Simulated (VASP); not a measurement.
Here is the system:

```
CELL_PARAMETERS angstrom
      0.00000     3.03048     3.03048
      3.03048     0.00000     3.03048
      3.03048     3.03048     0.00000
ATOMIC_POSITIONS crystal
  Er 0.00000 0.00000 0.00000
  Sb 0.50000 0.50000 0.50000
```

Method: PBEsol GGA, VASP's PBE PAW potentials (set 64) (plane waves; VASP). Run with 400 eV cut-off, 12×12×12 Γ-centred mesh, tetrahedra with Blöchl corrections, potentials Er_3 Sb.

The 4f electrons are frozen in the core of the lanthanide potential, so 4f levels, which can set the real gap, and their magnetism are missing.  Unless said otherwise, spin-orbit coupling is left out, though it shifts the bands of the heavy elements here.

### Question
Estimate the energy per atom (σ→0), band gap (on the k-mesh) with the smallest direct gap where there is one.

### Answer

```json
{
 "band gap (on the k-mesh)": "none (metal, semimetal or under 0.01 eV)",
 "energy per atom (σ→0)": "-5.860 eV/atom"
}
```

The absolute energy has meaning only against runs of the same code, potentials and settings.

The structure comes from a measured ErSb entry (Fm-3m) of the Crystallography Open Database, whose conditions weren't checked. It was relaxed first.
